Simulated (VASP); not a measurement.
Here is the system:

```
CELL_PARAMETERS angstrom
      0.00000     2.83242     2.83242
      2.83242     0.00000     2.83242
      2.83242     2.83242     0.00000
ATOMIC_POSITIONS crystal
  Ga 0.00000 0.00000 0.00000
  As 0.25000 0.25000 0.25000
```

The numbers are results of PBEsol GGA, VASP's PBE PAW potentials (set 64) (plane waves; VASP), not measurements. Settings: 500 eV cut-off, 8×8×8 Γ-centred mesh, Gaussian smearing of 0.050 eV, potentials Ga_d As.

Task: Estimate the energy per atom (σ→0), band gap (on the k-mesh) with the smallest direct gap where there is one.

Result: 
- band gap (on the k-mesh) = 0.41 eV
- smallest direct gap (on the k-mesh) = 0.41 eV
- energy per atom (σ→0) = -4.544 eV/atom

The absolute energy has meaning only against runs of the same code, potentials and settings.

The structure was generated: GaAs was put into the zinc blende type (F-43m), which need not be its known phase. It was relaxed first, which changed the volume by +5 %.
